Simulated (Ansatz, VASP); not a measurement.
TaZnSbS2: VASP beside Ansatz

The input INCAR:

```
SYSTEM = TaZnSbS2
ALGO = Normal
EDIFF = 1E-6
ENCUT = 520
GGA = PE
ISIF = 2
ISMEAR = 0
LASPH = .TRUE.
LCHARG = .TRUE.
LELF = .TRUE.
LREAL = .FALSE.
LVHAR = .TRUE.
LWAVE = .FALSE.
NBANDS = 28
NELM = 100
PREC = Accurate
SIGMA = 0.1
```

File KPOINTS:

```
k-points
0
G
  4 4 4
  0 0 0
```

Contents of POSCAR:

```
TaZnSbS2
1.0
    4.9099148500      0.0000000000      0.0000000000
    0.0000000000      4.9099148500      0.0000000000
    0.0000000000      0.0000000000      4.9099148500
Ta Zn Sb S
1 1 1 2
Direct
    0.5000000000      0.5000000000      0.5000000000
    0.0000000000      0.0000000000      0.0000000000
    0.0000000000      0.0000000000      0.5000000000
    0.5000000000      0.0000000000      0.0000000000
    0.0000000000      0.5000000000      0.0000000000
```

Input for Ansatz:

```yaml
crystal:
  lattice:
    - [4.90991485, 0.0, 0.0]
    - [0.0, 4.90991485, 0.0]
    - [0.0, 0.0, 4.90991485]
  atoms:
    - { symbol: Ta, position: [0.5, 0.5, 0.5] }
    - { symbol: Zn, position: [0.0, 0.0, 0.0] }
    - { symbol: Sb, position: [0.0, 0.0, 0.5] }
    - { symbol: S, position: [0.5, 0.0, 0.0] }
    - { symbol: S, position: [0.0, 0.5, 0.0] }
basis:
  ecutwfc: 420
kpoints:
  mp_grid: { grid: [4, 4, 4] }
hamiltonian:
  xc: pbe
scf:
  occupations: { method: gaussian, width: 0.1 }
  lower_state_search: "off"
output:
  forces: true
  stress: true
  eigenvalues: true
```

Alike in both runs: task single point; functional PBE; k mesh 4 × 4 × 4; occupations gaussian, width 0.1 eV; no spin polarisation.

|  | VASP | Ansatz |
| --- | --- | --- |
| version | VASP 6.6.1 | Ansatz 0.2.0 |
| potentials or method | VASP PAW PBE potentials, release 64 (Ta_pv, Zn, Sb, S) | scalar-relativistic, plane waves, PAW |
| plane-wave cutoff (eV) | 520 | 420 |
| valence electrons in the cell | 40 | 52 |

```csv
,VASP,Ansatz,Ansatz less VASP
gap on the k mesh at the Fermi level (eV),none,none,-
pressure (GPa),-6.2,-6.2,-0.05
largest component of the traceless stress (GPa),5.52,5.54,+0.023
```

A gap of «none» marks a metal or a gap that the smearing closes. The functional is the same, so the differences come from potentials, cutoffs and numerics. The two sets of potentials don't hold the same shells in valence.

Spin-orbit coupling is left out, which matters for the levels of Sb, Ta.
